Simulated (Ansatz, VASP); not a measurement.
**Two plane-wave programs on SrSc**

```xyz
4
Lattice="6.0489 0.0000 0.0000 -3.0244 5.2385 0.0000 0.0000 0.0000 6.6372" Properties=species:S:1:pos:R:3 pbc="T T T"
Sr    0.0000    3.4923    1.6593
Sr    3.0244    1.7462    4.9779
Sc    0.0000    3.4923    4.9779
Sc    3.0244    1.7462    1.6593
```

Alike in both runs: functional PBE; k mesh 6 × 6 × 2; occupations gaussian, width 0.1 eV; no spin polarisation.

Ansatz relaxed the structure, and its values are those at the end. VASP's run is a single point on that final structure, the one shown.

|  | VASP | Ansatz |
| --- | --- | --- |
| version | VASP 6.6.1 | Ansatz 0.2.0 |
| potentials or method | VASP PAW PBE potentials, release 64 (Sr_sv, Sc_sv) | scalar-relativistic, plane waves, PAW |
| plane-wave cutoff (eV) | 520 | 420 |
| valence electrons in the cell | 42 | 42 |

|  | VASP | Ansatz | Ansatz less VASP |
| --- | --- | --- | --- |
| gap on the k mesh at the Fermi level (eV) | none | none | - |
| pressure (GPa) | 0.1 | 0.1 | -0.01 |

A gap of «none» marks a metal or a gap that the smearing closes. The functional is the same, so the differences come from potentials, cutoffs and numerics.

Caveats: the k mesh is coarse (spacing up to 0.47 Å⁻¹), so the values aren't converged.
